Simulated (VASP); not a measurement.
An input for Quantum ESPRESSO's pw.x (written as the equivalent of a VASP run, and not itself run):

```
&CONTROL
  calculation = 'scf'
  pseudo_dir = './pseudo'
  outdir = './out'
  tprnfor = .true.
  tstress = .false.
/
&SYSTEM
  ibrav = 0
  nat = 2
  ntyp = 2
  ecutwfc = 84
  occupations = 'smearing'
  smearing = 'gaussian'
  degauss = 0.003675
  input_dft = 'hse'
  nqx1 = 6
  nqx2 = 6
  nqx3 = 6
  screening_parameter = 0.1058
/
&ELECTRONS
  conv_thr = 7.3e-08
  electron_maxstep = 60
/
ATOMIC_SPECIES
  Zn 65.380 Zn.upf
  S 32.060 S.upf
CELL_PARAMETERS angstrom
     0.0000000    2.6680528    2.6680528
     2.6680528    0.0000000    2.6680528
     2.6680528    2.6680528    0.0000000
ATOMIC_POSITIONS crystal
  Zn   0.0000000  0.0000000  0.0000000
  S    0.2500000  0.2500000  0.2500000
K_POINTS automatic
  6 6 6 0 0 0
```

Problem. Translate this input to VASP (INCAR, KPOINTS, POSCAR, choice of POTCAR).

Solution. One answer among several that fit: 
KPOINTS:
```
kpoints
0
Gamma
6 6 6
```

**POSCAR**
```
ZnS
1
    0.0000000000     2.6680528373     2.6680528373
    2.6680528373     0.0000000000     2.6680528373
    2.6680528373     2.6680528373     0.0000000000
Zn S
1 1
Direct
  0.0000000000   0.0000000000   0.0000000000
  0.2500000000   0.2500000000   0.2500000000
```

### INCAR
```
! general
SYSTEM   = ZnS
PREC     = Accurate
ENCUT    = 520
LREAL    = .FALSE.
LASPH    = .TRUE.
ISYM     = 3

! electronic loop
EDIFF    = 1E-6
NELM     = 60
ALGO     = Normal
LMAXMIX  = 4

! smearing
ISMEAR   = 0
SIGMA    = 0.05

! functional
GGA      = PE
LHFCALC  = .TRUE.
AEXX     = 0.25
HFSCREEN = 0.2
PRECFOCK = Fast

! ions
ISIF     = 2

! output
LWAVE    = .FALSE.
LCHARG   = .FALSE.
```

POTCAR, in this order: Zn S (PBE.64 set). Program: vasp_std. Read from the step before: WAVECAR.

Limits of the translation: the potentials are each code's own (VASP's PAW set, PseudoDojo norm-conserving files in pw.x), so ENCUT and ecutwfc are chosen apart and not converted; conv_thr bounds pw.x's estimated SCF error, while EDIFF bounds the energy change between steps.

The compound is ZnS in the zinc blende structure. This cell is one point of a volume scan, at 0.94 of the reference volume.
